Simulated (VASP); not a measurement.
# Vibrations of TaAs: a test of the settings, part 2 of 3

Aim: test the modes of TaAs against the numerical settings. The starting structure is a computed structure from the Materials Project.

VASP 6.6.1.

## (2) Reference modes (continued)

Level of this step: LDA; plane waves and PAW (Ta_pv, As) (VASP).

Parts of OUTCAR (step 2):

```text
ion  position               nearest neighbor table
   1  0.500  0.500  0.999-   4 2.58   4 2.58   3 2.59   3 2.59   3 2.59   3 2.59   2 3.35   2 3.35
                             2 3.35   2 3.35
   2  0.250  0.250  0.499-   3 2.58   3 2.58   4 2.59   4 2.59   4 2.59   4 2.59   1 3.35   1 3.35
                             1 3.35   1 3.35
   3  0.082  0.918  0.835-   2 2.58   2 2.58   1 2.59   1 2.59   1 2.59   1 2.59
   4  0.832  0.668  0.335-   1 2.58   1 2.58   2 2.59   2 2.59   2 2.59   2 2.59

  LATTYP: Found a body centered tetragonal cell.
 ALAT       =     3.4107368266
 C/A-ratio  =     3.3830968674

 Subroutine GETGRP returns: Found  8 space group operations
 (whereof  4 operations were pure point group operations)

The static configuration has the point symmetry C_2v.
 The point group associated with its full space group is C_4v.

 Found    102 irreducible k-points:

   k-points           NKPTS =    102   k-points in BZ     NKDIM =    102   number of bands    NBANDS=     22

   dimension x,y,z NGX =    24 NGY =   24 NGZ =   48
   dimension x,y,z NGXF=    48 NGYF=   48 NGZF=   96

   ENCUT  =  450.0 eV  33.07 Ry    5.75 a.u.   5.90  5.90 10.82*2*pi/ulx,y,z

   NELECT =      32.0000    total number of electrons

 k-points in reciprocal lattice and weights: Automatic mesh
   0.00000000  0.00000000  0.00000000       0.001
   0.10000000  0.00000000  0.00000000       0.008
   0.20000000  0.00000000  0.00000000       0.008
   0.30000000  0.00000000  0.00000000       0.008
   0.40000000  0.00000000  0.00000000       0.008
   0.50000000  0.00000000  0.00000000       0.004
   0.10000000  0.10000000  0.00000000       0.004
   0.20000000  0.10000000  0.00000000       0.016
   0.30000000  0.10000000 -0.00000000       0.016
[...]
-0.10000000  0.10000000  0.40000000       0.004
   0.00000000  0.00000000  0.50000000       0.001

 average (electrostatic) potential at core
       1 -36.1759       2 -36.1759       3 -50.7259       4 -50.7259

  Total        0.0084816      0.0084816      0.0055531      0.0000000      0.0000000      0.0000000
  in kB        0.2024687      0.2024687      0.1325624      0.0000000      0.0000000      0.0000000
  external PRESSURE =       0.1791666 kB  Pullay stress =       0.0000000 kB

  energy-cutoff  :      450.00
  volume of cell :       67.12
      direct lattice vectors                 reciprocal lattice vectors
     0.000000000 -3.410736827  0.000000000     0.000000000 -0.293191780  0.086663726
    -3.410736827  0.000000000  0.000000000    -0.293191780  0.000000000 -0.086663726
     1.705368413 -1.705368413 -5.769426537     0.000000000  0.000000000 -0.173327452

 POSITION                                       TOTAL-FORCE (eV/Angst)
 -----------------------------------------------------------------------------------
      0.00000     -3.41074     -5.76592        -0.000000      0.000000      0.000682
      0.00000     -1.70537     -2.88121        -0.000000      0.000000      0.000682
     -1.70537     -1.70537     -4.81983         0.000000      0.000000     -0.000682
     -1.70537     -3.41074     -1.93511        -0.000000     -0.000000     -0.000682
 -----------------------------------------------------------------------------------
    total drift:                               -0.000002      0.000002      0.000210

 Eigenvectors and eigenvalues of the dynamical matrix
 ----------------------------------------------------

   1 f  =    7.854106 THz    49.348802 2PiTHz  261.984769 cm-1    32.481957 meV
             X         Y         Z           dx          dy          dz
      0.000000 -3.410737 -5.765924    -0.000000    0.000000   -0.065098
      0.000000 -1.705368 -2.881211    -0.000000    0.000000    0.065098
     -1.705368 -1.705368 -4.819827     0.000000   -0.000000   -0.704104
     -1.705368 -3.410737 -1.935113     0.000000   -0.000000    0.704104

   2 f  =    7.681177 THz    48.262256 2PiTHz  256.216474 cm-1    31.766780 meV
             X         Y         Z           dx          dy          dz
      0.000000 -3.410737 -5.765924     0.078093   -0.311759   -0.000000
      0.000000 -1.705368 -2.881211     0.072932   -0.333820   -0.000000
     -1.705368 -1.705368 -4.819827    -0.197767    0.157484    0.000000
     -1.705368 -3.410737 -1.935113    -0.036841    0.845389    0.000000

   3 f  =    7.681177 THz    48.262256 2PiTHz  256.216474 cm-1    31.766780 meV
             X         Y         Z           dx          dy          dz
      0.000000 -3.410737 -5.765924     0.333820    0.072932   -0.000000
      0.000000 -1.705368 -2.881211     0.311759    0.078093   -0.000000
     -1.705368 -1.705368 -4.819827    -0.845389   -0.036841    0.000000
     -1.705368 -3.410737 -1.935113    -0.157484   -0.197767    0.000000

   4 f  =    7.602754 THz    47.769513 2PiTHz  253.600578 cm-1    31.442450 meV
             X         Y         Z           dx          dy          dz
      0.000000 -3.410737 -5.765924     0.000000   -0.000000    0.382691
      0.000000 -1.705368 -2.881211     0.000000   -0.000000    0.382691
     -1.705368 -1.705368 -4.819827    -0.000000    0.000000   -0.594598
     -1.705368 -3.410737 -1.935113     0.000000    0.000000   -0.594598

   5 f  =    7.043735 THz    44.257092 2PiTHz  234.953708 cm-1    29.130534 meV
             X         Y         Z           dx          dy          dz
      0.000000 -3.410737 -5.765924     0.081831   -0.451585   -0.000000
      0.000000 -1.705368 -2.881211    -0.242564    0.152347   -0.000000
     -1.705368 -1.705368 -4.819827    -0.127376    0.701935    0.000000
     -1.705368 -3.410737 -1.935113     0.377037   -0.237137    0.000000

   6 f  =    7.043735 THz    44.257092 2PiTHz  234.953708 cm-1    29.130534 meV
             X         Y         Z           dx          dy          dz
      0.000000 -3.410737 -5.765924     0.152347    0.242564   -0.000000
      0.000000 -1.705368 -2.881211    -0.451585   -0.081831   -0.000000
     -1.705368 -1.705368 -4.819827    -0.237137   -0.377037    0.000000
     -1.705368 -3.410737 -1.935113     0.701935    0.127376    0.000000

   7 f  =    5.126359 THz    32.209863 2PiTHz  170.996927 cm-1    21.200907 meV
             X         Y         Z           dx          dy          dz
      0.000000 -3.410737 -5.765924     0.000000   -0.000000    0.704104
      0.000000 -1.705368 -2.881211    -0.000000    0.000000   -0.704104
     -1.705368 -1.705368 -4.819827    -0.000000   -0.000000   -0.065098
     -1.705368 -3.410737 -1.935113     0.000000    0.000000    0.065098

   8 f  =    3.761017 THz    23.631165 2PiTHz  125.454016 cm-1    15.554309 meV
             X         Y         Z           dx          dy          dz
      0.000000 -3.410737 -5.765924     0.417300   -0.427837   -0.000000
      0.000000 -1.705368 -2.881211    -0.313140    0.570150    0.000000
     -1.705368 -1.705368 -4.819827     0.097562   -0.353958   -0.000000
     -1.705368 -3.410737 -1.935113    -0.259067    0.133297    0.000000

   9 f  =    3.761017 THz    23.631165 2PiTHz  125.454016 cm-1    15.554309 meV
             X         Y         Z           dx          dy          dz
      0.000000 -3.410737 -5.765924    -0.570150   -0.313140   -0.000000
      0.000000 -1.705368 -2.881211     0.427837    0.417300    0.000000
     -1.705368 -1.705368 -4.819827    -0.133297   -0.259067    0.000000
     -1.705368 -3.410737 -1.935113     0.353958    0.097562    0.000000

  10 f/i=    0.000773 THz     0.004855 2PiTHz    0.025772 cm-1     0.003195 meV
             X         Y         Z           dx          dy          dz
      0.000000 -3.410737 -5.765924    -0.000000   -0.000000   -0.594598
      0.000000 -1.705368 -2.881211    -0.000000   -0.000000   -0.594598
     -1.705368 -1.705368 -4.819827    -0.000000   -0.000000   -0.382691
     -1.705368 -3.410737 -1.935113    -0.000000   -0.000000   -0.382691

  11 f/i=    0.001691 THz     0.010624 2PiTHz    0.056401 cm-1     0.006993 meV
             X         Y         Z           dx          dy          dz
      0.000000 -3.410737 -5.765924    -0.266183    0.531707   -0.000000
      0.000000 -1.705368 -2.881211    -0.266285    0.531503   -0.000000
     -1.705368 -1.705368 -4.819827    -0.171372    0.342315   -0.000000
     -1.705368 -3.410737 -1.935113    -0.171436    0.342188   -0.000000

  12 f/i=    0.001691 THz     0.010624 2PiTHz    0.056401 cm-1     0.006993 meV
             X         Y         Z           dx          dy          dz
      0.000000 -3.410737 -5.765924     0.531503    0.266285   -0.000000
      0.000000 -1.705368 -2.881211     0.531707    0.266183   -0.000000
     -1.705368 -1.705368 -4.819827     0.342188    0.171436   -0.000000
     -1.705368 -3.410737 -1.935113     0.342315    0.171372   -0.000000

 ELASTIC MODULI CONTR FROM IONIC RELAXATION (kBar)
 Direction    XX          YY          ZZ          XY          YZ          ZX
 --------------------------------------------------------------------------------
 XX        -126.3218     51.9277     95.3762      0.0000      0.0000     -0.0000
 YY          51.9277   -126.3218     95.3762      0.0000     -0.0000      0.0000
 ZZ          95.3762     95.3762   -244.5522      0.0000      0.0000     -0.0000
 XY           0.0000      0.0000      0.0000      0.0000      0.0000      0.0000
 YZ           0.0000     -0.0000      0.0000      0.0000   -636.7900     -0.0000
 ZX          -0.0000      0.0000     -0.0000      0.0000     -0.0000   -644.2492
 --------------------------------------------------------------------------------
```

Energies printed during the response cycles are not total energies of the cell.

Reference: the zone-centre modes are B1 (2) 262.0, E (3) 256.2, A1 253.6, E (2) 235.0, B1 (1) 171.0, E (1) 125.5 cm⁻¹.

## (3) Modes with a 6×6×6 mesh

Against step 2 the input has a 6×6×6 mesh.

File INCAR:

```
SYSTEM = TaAs
PREC = Accurate
ENCUT = 450
EDIFF = 1E-08
NELM = 100
ISMEAR = 0
SIGMA = 0.05
LREAL = .FALSE.
ALGO = Normal
GGA = CA
NBANDS = 22
LASPH = .TRUE.
LORBIT = 11
LWAVE = .FALSE.
LCHARG = .FALSE.
KPAR = 8
IBRION = 8
ISIF = 2
```

File POSCAR:

```
TaAs
1.0
    0.0000000000     -3.4107368266      0.0000000000
   -3.4107368266      0.0000000000      0.0000000000
    1.7053684133     -1.7053684133     -5.7694265368
Ta As
2 2
Direct
    0.5003035622      0.4996964378      0.9993928757
    0.2503035622      0.2496964378      0.4993928757
    0.0822958578      0.9177041422      0.8354082843
    0.8322958578      0.6677041422      0.3354082843
```

File KPOINTS:

```
Automatic mesh
0
Gamma
6 6 6
0 0 0
```

PAW data sets: Ta_pv and As (LDA family, release 64).

The run is started by

```console
$ mpirun -np 8 vasp_std
```

What it wrote:

```text
[banner, memory and clock lines left out]
running    8 mpi-ranks, on    1 nodes
[...]
[... a notice as in an earlier step ...]

 LDA part: xc-table for (Slater(with rela. corr.)+CA(PZ))
 , standard interpolation
 POSCAR, INCAR and KPOINTS ok, starting setup
[...]
entering main loop
       N       E                     dE             d eps       ncg     rms          rms(c)
DAV:   1     0.219979411064E+03    0.21998E+03   -0.15392E+04  1320   0.126E+03
DAV:   2    -0.310024718415E+02   -0.25098E+03   -0.24145E+03  1528   0.348E+02
DAV:   3    -0.405418668257E+02   -0.95394E+01   -0.92829E+01  1708   0.618E+01
DAV:   4    -0.407139961631E+02   -0.17213E+00   -0.17104E+00  1608   0.792E+00
[...]
DAV:  12    -0.389250345847E+02    0.20377E-05   -0.10704E-05  1582   0.224E-02    0.128E-03
DAV:  13    -0.389250345724E+02    0.12267E-07   -0.52316E-07  1644   0.454E-03    0.858E-04
DAV:  14    -0.389250345669E+02    0.55029E-08   -0.26089E-08  1350   0.117E-03
   1 F= -.38925035E+02 E0= -.38924581E+02  d E =-.907178E-03
[...]
RMM:  11    -0.434978961294E-01    0.14286E-06    0.37628E-09  5849   0.601E-05    0.227E-05
RMM:  12    -0.434979153976E-01   -0.19268E-07   -0.11654E-09  5801   0.284E-05    0.406E-06
RMM:  13    -0.434979231321E-01   -0.77346E-08    0.61170E-09  5584   0.210E-05    0.432E-06
 first order change of Fermi-energy  -0.15762E-04
 force on displaced ion       3 direction 2 :   0.000 -10.932  -0.001
 Linear response progress:
  Degree of freedom:   6/  6
       N       E                     dE             d eps       ncg     rms          rms(c)
RMM:   1    -0.572496386135E-01   -0.57250E-01    0.95449E-02  4928   0.121E+00
RMM:   2    -0.569101515672E-01    0.33949E-03   -0.33182E-03  3424   0.278E-01    0.198E-01
RMM:   3    -0.568538977105E-01    0.56254E-04   -0.10953E-03  3573   0.162E-01    0.155E-01
RMM:   4    -0.567902414696E-01    0.63656E-04   -0.24871E-04  3381   0.726E-02    0.961E-02
[...]
RMM:   9    -0.568770079939E-01    0.11200E-06    0.30709E-07  3682   0.414E-04    0.605E-05
RMM:  10    -0.568771331344E-01   -0.12514E-06   -0.35854E-08  3672   0.143E-04    0.450E-05
RMM:  11    -0.568771369261E-01   -0.37917E-08    0.96324E-08  3830   0.680E-05    0.999E-06
 first order change of Fermi-energy  -0.66222E-01
 force on displaced ion       3 direction 3 :   0.000  -0.000 -15.667
 Linear response finished
```

Wall time 72 s (8 MPI ranks of Intel Xeon 6975P-C (Granite Rapids), shared host); peak memory 2.7 GiB; 7.7 min of CPU time.

Parts of OUTCAR (step 3):

```text
  Total       -0.0262026     -0.0262026      0.2645327      0.0000000      0.0000000      0.0000000
  in kB       -0.6254992     -0.6254992      6.3148192      0.0000000      0.0000000      0.0000000
  external PRESSURE =       1.6879403 kB  Pullay stress =       0.0000000 kB

 POSITION                                       TOTAL-FORCE (eV/Angst)
 -----------------------------------------------------------------------------------
      0.00000     -3.41074     -5.76592        -0.000000      0.000000      0.014367
      0.00000     -1.70537     -2.88121        -0.000000      0.000000      0.014367
     -1.70537     -1.70537     -4.81983         0.000000      0.000000     -0.014367
     -1.70537     -3.41074     -1.93511        -0.000000     -0.000000     -0.014367
 -----------------------------------------------------------------------------------
    total drift:                               -0.000002      0.000002      0.000206

[... 1 part as in an earlier step ...]

[... 1 further part left out ...]
```

With a 6×6×6 mesh the modes are at the top B1 (2) 261.3, A1 254.6 cm⁻¹, at the bottom B1 (1) 168.7, E (1) 121.6 cm⁻¹, with 2 more of the listed ones between; the largest shift is -11.1 cm⁻¹, in E (3), from the reference.

## (4) Modes with a cutoff of 220 eV

Against step 2 the input has ENCUT = 220.

INCAR: that of step 3 with these lines changed.

```diff
@@ -2,3 +2,3 @@
 PREC = Accurate
-ENCUT = 450
+ENCUT = 220
 EDIFF = 1E-08
```

POSCAR is that of step 3.

File KPOINTS:

```
Automatic mesh
0
Gamma
10 10 10
0 0 0
```

The run is started by

```console
$ mpirun -np 8 vasp_std
```

What it wrote:

```text
[... set-up lines as in an earlier step ...]
 entering main loop
       N       E                     dE             d eps       ncg     rms          rms(c)
DAV:   1     0.136104334982E+03    0.13610E+03   -0.10558E+04  4920   0.743E+02
DAV:   2    -0.351790298189E+02   -0.17128E+03   -0.16422E+03  5538   0.249E+02
DAV:   3    -0.406468977051E+02   -0.54679E+01   -0.53679E+01  5740   0.435E+01
DAV:   4    -0.407242206899E+02   -0.77323E-01   -0.77117E-01  5376   0.473E+00
[...]
DAV:  12    -0.389338600791E+02    0.13728E-05   -0.64510E-06  5356   0.178E-02    0.103E-03
DAV:  13    -0.389338600819E+02   -0.27489E-08   -0.18970E-07  5582   0.279E-03    0.603E-04
DAV:  14    -0.389338600810E+02    0.87357E-09   -0.10136E-08  3760   0.793E-04
   1 F= -.38933860E+02 E0= -.38933498E+02  d E =-.723919E-03
 Linear response reoptimize wavefunctions to high precision
DAV:   1    -0.389338600807E+02    0.30604E-09   -0.35060E-09  4212   0.488E-04
DAV:   2    -0.389338600807E+02    0.43201E-10   -0.21193E-10  3114   0.904E-05
 Linear response DOF=           6
 Linear response progress:
[...]
RMM:  11    -0.429242756314E-01    0.13111E-06   -0.17029E-08 23274   0.457E-05    0.321E-05
RMM:  12    -0.429242902690E-01   -0.14638E-07   -0.49486E-09 24274   0.198E-05    0.391E-06
RMM:  13    -0.429242975083E-01   -0.72393E-08    0.30654E-09 23077   0.992E-06    0.541E-06
 first order change of Fermi-energy   0.54432E-06
 force on displaced ion       3 direction 2 :  -0.000 -10.962   0.002
 Linear response progress:
  Degree of freedom:   6/  6
       N       E                     dE             d eps       ncg     rms          rms(c)
RMM:   1    -0.560783707240E-01   -0.56078E-01    0.10167E-01 18259   0.118E+00
RMM:   2    -0.563155377051E-01   -0.23717E-03   -0.32334E-03 12799   0.262E-01    0.205E-01
RMM:   3    -0.562631373353E-01    0.52400E-04   -0.10037E-03 13204   0.156E-01    0.158E-01
RMM:   4    -0.562030953837E-01    0.60042E-04   -0.27333E-04 12434   0.711E-02    0.988E-02
[...]
RMM:   9    -0.562745912083E-01    0.56477E-07    0.14891E-07 13813   0.357E-04    0.600E-05
RMM:  10    -0.562747107543E-01   -0.11955E-06    0.15764E-08 13685   0.122E-04    0.391E-05
RMM:  11    -0.562747164003E-01   -0.56460E-08   -0.20000E-08 14170   0.517E-05    0.821E-06
 first order change of Fermi-energy  -0.85602E-01
 force on displaced ion       3 direction 3 :  -0.000   0.000 -15.665
 Linear response finished
```

It took 65 s on 8 MPI ranks; peak memory 2.7 GiB; 6.9 min of CPU time.

Parts of OUTCAR (step 4):

```text
  Total       -0.3605368     -0.3605368     -0.4050056      0.0000000      0.0000000      0.0000000
  in kB       -8.6065902     -8.6065902     -9.6681315      0.0000000      0.0000000      0.0000000
  external PRESSURE =      -8.9604373 kB  Pullay stress =       0.0000000 kB

 POSITION                                       TOTAL-FORCE (eV/Angst)
 -----------------------------------------------------------------------------------
      0.00000     -3.41074     -5.76592         0.000000      0.000000      0.001724
      0.00000     -1.70537     -2.88121        -0.000000      0.000000      0.001724
     -1.70537     -1.70537     -4.81983         0.000000     -0.000000     -0.001724
     -1.70537     -3.41074     -1.93511         0.000000      0.000000     -0.001724
 -----------------------------------------------------------------------------------
    total drift:                               -0.000001      0.000002     -0.000621

[... 1 part as in an earlier step ...]

[... 1 further part left out ...]
```

With a cutoff of 220 eV the modes are at the top B1 (2) 261.9, E (3) 256.3 cm⁻¹, at the bottom B1 (1) 170.7, E (1) 125.1 cm⁻¹, with 2 more of the listed ones between; the largest shift is -0.4 cm⁻¹, in E (1), from the reference.

(Continued in part 3 of 3.)

[Lines on the potential files, build, host, timing and source positions are cut from VASP's logs without a mark.]

[Logs are printed without paths, hosts, clocks, repeated set-up lines and the standing remarks that a program may print on its own settings, such as how far it seeks lower states.]

[Hosts, paths, dates, database ids (printed as entryN), source tags and the programs' standing remarks are cut or masked in the printed files.]
